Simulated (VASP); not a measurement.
# PrC (P1) in VASP: single point with PBE

Aim: the single point of PrC with PBE.

All numbers are computed with VASP 6.6.1; they aren't measurements. Logs are shortened: lines on timing, memory, paths and dates and some standing lists are left out, and cuts for length are marked.

## (1) The structure

The typed cell holds 2 atoms: a = 3.477 Å, b = 3.467 Å, c = 3.393 Å, α = 90.57°, β = 89.40°, γ = 120.13°.

The cell was built by a generator and needn't be a form met in nature.

## (2) Single point, PBE

INCAR reads:

```
PREC = Accurate ; ENCUT = 520
EDIFF = 1E-6 ; ISMEAR = -1
SIGMA = 0.1 ; LREAL = F
LASPH = T ; NELM = 100
ALGO = Normal ; ISIF = 2
LWAVE = F ; LCHARG = T
GGA = PE ; LELF = T
LVHAR = T ; NBANDS = 16
```

KPOINTS reads:

```
Automatic mesh
0
Gamma
  6 6 5
  0.5 0 0.5
```

POSCAR reads:

```
PrC
1.0
    3.4772450000     -0.0010650000      0.0182060000
   -1.7395450000      2.9989930000     -0.0172240000
    0.0177720000     -0.0091540000      3.3927700000
Pr C
1 1
Direct
    0.9971070000      0.0122030000      0.9807220000
    0.6293110000      0.3362530000      0.4892270000
```

Potentials or basis: VASP PAW PBE potentials, release 64 (Pr, C).

The run is started by

```sh
$ cat potpaw_PBE.64/Pr/POTCAR potpaw_PBE.64/C/POTCAR > POTCAR
$ mpirun -np 1 vasp_std > vasp.out
```

OUTCAR:

```text
PREC = Accurate
   ENCUT = 520
   EDIFF = 1E-6
   ISMEAR = -1
   LREAL = F
   LASPH = T
   NELM = 100
   ISIF = 2
   GGA = PE

 ion  position               nearest neighbor table
   1  0.997  0.012  0.981-   2 2.52   2 2.58   2 2.62   2 2.67   2 2.68   2 2.69
   2  0.629  0.336  0.489-   1 2.52   1 2.58   1 2.62   1 2.67   1 2.68   1 2.69

  LATTYP: Found a triclinic cell.
 ALAT       =     3.4772928238
 B/A-ratio  =     0.9965042327
 C/A-ratio  =     0.9757098603
 COS(alpha) =     0.0005759371
 COS(beta)  =     0.0104744523
 COS(gamma) =     0.5012105006

  Lattice vectors:

 A1 = (   3.4772450000,  -0.0010650000,   0.0182060000)
 A2 = (   1.7377000000,   2.9979280000,   0.0009820000)
 A3 = (   0.0177720000,  -0.0091540000,   3.3927700000)

Analysis of symmetry for initial positions (statically):
=====================================================================
 Subroutine PRICEL returns:
 Original cell was already a primitive cell.

 Routine SETGRP: Setting up the symmetry group for a
 triclinic supercell.

 Subroutine GETGRP returns: Found  1 space group operations
 (whereof  1 operations were pure point group operations)
 out of a pool of  2 trial point group operations.

The static configuration has the point symmetry C_1 .

Analysis of symmetry for dynamics (positions and initial velocities):
=====================================================================
 Subroutine PRICEL returns:
 Original cell was already a primitive cell.

 Routine SETGRP: Setting up the symmetry group for a
 triclinic supercell.

 Subroutine GETGRP returns: Found  1 space group operations
 (whereof  1 operations were pure point group operations)
 out of a pool of  2 trial point group operations.

The dynamic configuration has the point symmetry C_1 .

 Subroutine INISYM returns: Found  1 space group operations
 (whereof  1 operations are pure point group operations),
 and found     1 'primitive' translations

----------------------------------------------------------------------------------------

                                     Primitive cell

  volume of cell :      35.3731

  direct lattice vectors                    reciprocal lattice vectors
     3.477245000 -0.001065000  0.018206000     0.287640623  0.166837872 -0.001056575
    -1.739545000  2.998993000 -0.017224000     0.000097437  0.333506942  0.000899321
     0.017772000 -0.009154000  3.392770000    -0.001543019  0.000797836  0.294754648

  length of vectors
     3.477292824  3.467026462  3.392828895     0.332525367  0.333508169  0.294759766

  position of ions in fractional coordinates (direct lattice)
     0.997107000  0.012203000  0.980722000
     0.629311000  0.336253000  0.489227000

  ion indices of the primitive-cell ions
   primitive index   ion index
                 1           1
                 2           2

----------------------------------------------------------------------------------------

 KPOINTS: Automatic mesh

Automatic generation of k-mesh.
 Grid dimensions read from file:
 generate k-points for:    6    6    5

 Generating k-lattice:

  Cartesian coordinates                     Fractional coordinates (reciprocal lattice)
     0.047940104  0.027806312 -0.000176096     0.166666667 -0.000000000  0.000000000
     0.000016239  0.055584490  0.000149887     0.000000000  0.166666667  0.000000000
    -0.000308604  0.000159567  0.058950930     0.000000000 -0.000000000  0.200000000

  Length of vectors
     0.055420895  0.055584695  0.058951953

  Shift w.r.t. Gamma in fractional coordinates (k-lattice)
     0.500000000  0.000000000  0.500000000

 Subroutine IBZKPT returns following result:
 ===========================================

 Found     90 irreducible k-points:

 Following reciprocal coordinates:
            Coordinates               Weight
  0.083333  0.000000  0.100000      2.000000
  0.250000  0.000000  0.100000      2.000000
  0.416667  0.000000  0.100000      2.000000
 -0.416667  0.000000  0.100000      2.000000
 -0.250000 -0.000000  0.100000      2.000000
 -0.083333  0.000000  0.100000      2.000000
[... 16 lines left out ...]
 -0.250000  0.500000  0.100000      2.000000
 -0.083333  0.500000  0.100000      2.000000
 [... further k-points ...]
   k-points           NKPTS =     90   k-points in BZ     NKDIM =     90   number of bands    NBANDS=     16
   number of dos      NEDOS =    301   number of ions     NIONS =      2
   total plane-waves  NPLWV =  21952
   dimension x,y,z NGX =    28 NGY =   28 NGZ =   28
   dimension x,y,z NGXF=    56 NGYF=   56 NGZF=   56
   ions per type =               1   1
   NGX,Y,Z   is equivalent  to a cutoff of  13.39, 13.43, 13.72 a.u.
   NGXF,Y,Z  is equivalent  to a cutoff of  26.77, 26.85, 27.44 a.u.
 SYSTEM =  unknown system
   PREC   = accura    normal or accurate (medium, high low for compatibility)
   ISTART =      0    job   : 0-new  1-cont  2-samecut
   ICHARG =      2    charge: 1-file 2-atom 10-const
   ISPIN  =      1    spin polarized calculation?
   LNONCOLLINEAR =      F non collinear calculations
   LSORBIT =      F    spin-orbit coupling
   LASPH  =      T    aspherical Exc in radial PAW
   ENCUT  =  520.0 eV  38.22 Ry    6.18 a.u.   6.47  6.45  6.31*2*pi/ulx,y,z
   NELM   =    100;   NELMIN=  2; NELMDL= -5     # of ELM steps
   EDIFF  = 0.1E-05   stopping-criterion for ELM
   LREAL  =      F    real-space projection
   EDIFFG = 0.1E-04   stopping-criterion for IOM
   NSW    =      0    number of steps for IOM
   IBRION =     -1    ionic relax: 0-MD 1-quasi-New 2-CG
   NFREE  =      0    steps in history (QN), initial steepest desc. (CG)
   ISIF   =      2    stress and relaxation
   ISYM   =      2    0-nonsym 1-usesym 2-fastsym
   POTIM  = 0.5000    time-step for ionic-motion
   TEBEG  =    0.0;   TEEND  =   0.0 temperature during run
   PSTRESS=    0.0 pullay stress
   NELECT =      17.0000    total number of electrons
   NUPDOWN=      -1.0000    fix difference up-down
   EMIN   =  10.00;   EMAX   =-10.00  energy-range for DOS
   EFERMI =   0.00;   METHOD = LEGACY
   ISMEAR =    -1;   SIGMA  =   0.10  broadening in eV -4-tet -1-fermi 0-gaus
   EFERMI_NEDOS =   21; number of points for ismear=-14 and -15
   IALGO  =     38    algorithm
   IMIX   =      4    mixing-type and parameters
     AMIX     =   0.40;   BMIX     =  1.00
     AMIX_MAG =   1.60;   BMIX_MAG =  1.00
  volume/ion in A,a.u.               =      17.69       119.35
  Fermi-wavevector in a.u.,A,eV,Ry     =   1.282331  2.423254 22.373052  1.644373
  Thomas-Fermi vector in A             =   2.414649
   LORBIT       =      0    0 simple, 1 ext, 2 COOP (PROOUT), +10 PAW based schemes
   GGA     = PE    functional components
   LHFCALC =     F    Hartree Fock is set to
   AEXX    =    0.0000 exact exchange contribution
   IVDW    =     0    specifies the selected vdW correction
   LEPSILON=     F    determine dielectric tensor
   LRPA    =     F    only Hartree local field effects (RPA)
 non-spin polarized calculation
  energy-cutoff  :      520.00
  volume of cell :       35.37
 maximum number of plane-waves:       968
 NGX is ok and might be reduce to    28
   NGX = 13   NGY = 13   NGZ = 13

 number of electron      17.0000000 magnetization

 Free energy of the ion-electron system (eV)
  ---------------------------------------------------
  ext. energy  EPLUGINS =         0.00000000
  ---------------------------------------------------
  free energy    TOTEN  =       -13.96021194 eV

  energy without entropy =      -13.68259540  energy(sigma->0) =      -13.82140367

 E-fermi :   6.8207     XC(G=0): -11.1471

 val. band max:        6.8204379463   @ k =  -0.0833   0.1667   0.3000
 cond. band min:       6.8249338231   @ k =   0.4167   0.1667   0.5000
 fundamental gap:      0.0044958769
 Fermi energy:         6.8207381768

 k-point     1 :       0.0833    0.0000    0.1000
  band No.  band energies     occupation
      1     -28.6819      2.00000
      2     -10.2770      2.00000
      3     -10.0908      2.00000
      4      -9.9577      2.00000
      5      -2.4176      2.00000
      6       5.6673      1.99998
[... 8 lines left out ...]
     15       7.5068      0.00209
     16       8.8511      0.00000

 k-point     2 :       0.2500    0.0000    0.1000
  band No.  band energies     occupation
      1     -28.5923      2.00000
      2     -10.9106      2.00000
      3     -10.1338      2.00000
      4     -10.1191      2.00000
      5      -1.7108      2.00000
      6       4.6344      2.00000
[... 8 lines left out ...]
     15       7.9729      0.00002
     16       8.1188      0.00000

 k-point     3 :       0.4167    0.0000    0.1000
  band No.  band energies     occupation
      1     -28.5000      2.00000
      2     -11.5995      2.00000
      3     -10.2857      2.00000
      4      -9.9894      2.00000
      5      -1.1363      2.00000
      6       3.9697      2.00000
[... 8 lines left out ...]
     15       7.8080      0.00010
     16       8.3742      0.00000

 k-point     4 :      -0.4167    0.0000    0.1000
  band No.  band energies     occupation
      1     -28.4999      2.00000
      2     -11.6010      2.00000
      3     -10.2860      2.00000
      4      -9.9914      2.00000
      5      -1.1273      2.00000
      6       4.0155      2.00000
[... 8 lines left out ...]
     15       7.8150      0.00010
     16       8.3832      0.00000
[... 324 lines left out ...]
 k-point    22 :      -0.4167    0.5000    0.1000
  band No.  band energies     occupation
      1     -28.4881      2.00000
      2     -11.5803      2.00000
      3     -10.3996      2.00000
      4      -9.9877      2.00000
      5      -1.1986      2.00000
      6       4.1159      2.00000
[... 8 lines left out ...]
     15       7.8738      0.00005
     16       8.5934      0.00000

 k-point    23 :      -0.2500    0.5000    0.1000
  band No.  band energies     occupation
      1     -28.4862      2.00000
      2     -11.3444      2.00000
      3     -10.7176      2.00000
      4      -9.9837      2.00000
      5      -1.0518      2.00000
      6       4.5786      2.00000
[... 8 lines left out ...]
     15       7.7407      0.00020
     16       9.2863      0.00000

 k-point    24 :      -0.0833    0.5000    0.1000
  band No.  band energies     occupation
      1     -28.4841      2.00000
      2     -11.6011      2.00000
      3     -10.4144      2.00000
      4      -9.9782      2.00000
      5      -1.1445      2.00000
      6       4.0986      2.00000
[... 8 lines left out ...]
     15       7.8368      0.00008
     16       8.6448      0.00000

 [... further k-points ...]

------------------------ aborting loop because EDIFF is reached ----------------------------------------

  FORCE on cell =-STRESS in cart. coord.  units (eV):
  Direction    XX          YY          ZZ          XY          YZ          ZX
  --------------------------------------------------------------------------------------
  -------------------------------------------------------------------------------------
  Total       -0.8762909     -0.6822067     -4.4148681     -0.1932594     -0.0532965      0.0473185
  in kB      -39.6904461    -30.8996569   -199.9656460     -8.7534304     -2.4139935      2.1432297
  external PRESSURE =     -90.1852497 kB  Pullay stress =       0.0000000 kB

 VOLUME and BASIS-vectors are now :
 -----------------------------------------------------------------------------
  energy-cutoff  :      520.00
  volume of cell :       35.37
      direct lattice vectors                 reciprocal lattice vectors
     3.477245000 -0.001065000  0.018206000     0.287640623  0.166837872 -0.001056575
    -1.739545000  2.998993000 -0.017224000     0.000097437  0.333506942  0.000899321
     0.017772000 -0.009154000  3.392770000    -0.001543019  0.000797836  0.294754648

 POSITION                                       TOTAL-FORCE (eV/Angst)
 -----------------------------------------------------------------------------------
      3.46339      0.02656      3.34531        -0.062438     -0.020075      0.009460
      1.61204      1.00327      1.66550         0.062438      0.020075     -0.009460
 -----------------------------------------------------------------------------------
    total drift:                                0.000130     -0.000224      0.000141

  FREE ENERGIE OF THE ION-ELECTRON SYSTEM (eV)
  ---------------------------------------------------
  free  energy   TOTEN  =       -13.9602119430 eV

  energy  without entropy=      -13.6825953997  energy(sigma->0) =      -13.82140367
```

It took 78 s on 1 thread of AMD EPYC 7R13 (Zen 3), shared host; peak memory 0.18 GiB.

What came out:

* Free energy: -13.9602 eV
* Pressure: -9.0 GPa
* Largest force: 0.066 eV/Å
* Band gap on the k mesh: none (metal or under the smearing width)

Forces in eV/Å, atoms in the order of the input:
```
Pr  -0.062 -0.020  0.009
C    0.062  0.020 -0.009
```

Caveat: the k mesh is coarse (spacing up to 0.37 Å⁻¹), so the values aren't converged; without U or exact exchange the open f shell lies at the Fermi level, which spoils levels, moments and volumes. Spin-orbit coupling is left out, which matters for the levels of Pr.
